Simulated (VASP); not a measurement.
These are PBE GGA, VASP's PBE PAW potentials (set 64) (plane waves; VASP) values and carry that method's errors.

VASP input:

### INCAR
```
LCHARG=.False.
IDIPOL=3
LMAXMIX=4
LWAVE=.False.
ENCUT=300   # plane-wave cut-off (eV)
ALGO=Normal   # blocked Davidson
LDIPOL=.True.
SIGMA=0.05   # width (eV)
PREC=Accurate
DIPOL=0.5 0.5 0.5
LASPH=.True.   # aspherical one-centre terms
ISIF=2   # forces and stress, cell fixed
LREAL=.False.
NELM=100   # most electronic steps
EDIFF=1E-6
GGA=PE   # PBE
SYSTEM=MgI2
ISMEAR=1
```

File POSCAR:
```
MgI2
1
    4.1019640000     0.0000000000     0.0000000000
   -2.0509820000     3.5524050000     0.0000000000
    0.0000000000     0.0000000000    17.3351160000
Mg I
1 2
Direct
  0.0073660000   0.0024540000   0.5010190000
  0.3346580000   0.6603940000   0.5967910000
  0.6579760000   0.3371520000   0.4021900000
```

KPOINTS:
```
Automatic mesh
0
Gamma
8 8 1
0 0 0
```

POTCAR, in this order: Mg I (PBE.64 set). Program: vasp_std.

The cell holds a wide vacuum, so values per volume refer to the whole cell.

Task: Predict the energy per atom (σ→0), largest force.

Result: 
```yaml
energy per atom (σ→0): -2.567 eV/atom
largest_force: 0.212 eV/Å
```

### OSZICAR
```
...
DAV:  15    -0.770232072861E+01   -0.13660E-04   -0.12840E-06   824   0.610E-03    0.115E-02
DAV:  16    -0.770233389662E+01   -0.13168E-04   -0.10821E-06   788   0.677E-03    0.217E-03
DAV:  17    -0.770233805510E+01   -0.41585E-05   -0.33475E-07   752   0.342E-03    0.256E-03
DAV:  18    -0.770234262573E+01   -0.45706E-05   -0.55436E-08   692   0.218E-03    0.900E-04
DAV:  19    -0.770234688648E+01   -0.42608E-05   -0.61739E-08   696   0.124E-03    0.609E-04
DAV:  20    -0.770234915243E+01   -0.22659E-05   -0.24177E-08   680   0.989E-04    0.858E-04
DAV:  21    -0.770234992075E+01   -0.76833E-06   -0.13527E-08   708   0.703E-04
   1 F= -.77023499E+01 E0= -.77023694E+01  d E =0.585579E-04
```

The cell is a sheet with vacuum, built from a generated structure.
